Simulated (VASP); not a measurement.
Input for VASP

**KPOINTS**
```
Automatic
0
Gamma
7 7 7
0 0 0
```

POSCAR:
```
TlBr
1
    4.0457278653     0.0000000000     0.0000000000
    0.0000000000     4.0457278653     0.0000000000
    0.0000000000     0.0000000000     4.0457278653
Tl Br
1 1
Direct
  0.0000000000   0.0000000000   0.0000000000
  0.5000000000   0.5000000000   0.5000000000
```

### INCAR
```
# general
SYSTEM  = TlBr
PREC    = Accurate
ENCUT   = 500
LREAL   = .False.
LASPH   = .True.

# electronic loop
EDIFF   = 1E-6
NELM    = 100
ALGO    = Normal
LMAXMIX = 4

# smearing
ISMEAR  = 0
SIGMA   = 0.05

# functional
GGA     = PE

# ions
IBRION  = 2
NSW     = 40
ISIF    = 3
EDIFFG  = -0.02

# output
LWAVE   = .False.
LCHARG  = .False.
```

POTCAR, in this order: Tl_d Br (PBE.64 set). Program: vasp_std.

Q: Translate this PBE calculation to Quantum ESPRESSO's pw.x.

A: One equivalent input (not run):
```
&CONTROL
  calculation = 'vc-relax'
  pseudo_dir = './pseudo'
  outdir = './out'
  tprnfor = .true.
  tstress = .true.
  nstep = 40
  forc_conv_thr = 0.00078
/
&SYSTEM
  ibrav = 0
  nat = 2
  ntyp = 2
  ecutwfc = 60.3
  occupations = 'smearing'
  smearing = 'gaussian'
  degauss = 0.003675
  input_dft = 'pbe'
/
&ELECTRONS
  conv_thr = 7.3e-08
  electron_maxstep = 100
/
&IONS
/
&CELL
/
ATOMIC_SPECIES
  Tl 204.380 Tl.upf
  Br 79.904 Br.upf
CELL_PARAMETERS angstrom
     4.0457279    0.0000000    0.0000000
     0.0000000    4.0457279    0.0000000
     0.0000000    0.0000000    4.0457279
ATOMIC_POSITIONS crystal
  Tl   0.0000000  0.0000000  0.0000000
  Br   0.5000000  0.5000000  0.5000000
K_POINTS automatic
  7 7 7 0 0 0
```
The two are equivalent in intent, not identical: the potentials are each code's own (VASP's PAW set, PseudoDojo norm-conserving files in pw.x), so ENCUT and ecutwfc are chosen apart and not converted; conv_thr bounds pw.x's estimated SCF error, while EDIFF bounds the energy change between steps; forc_conv_thr acts on force components and is met together with etot_conv_thr.

The compound is TlBr in the CsCl type structure. It was relaxed first.
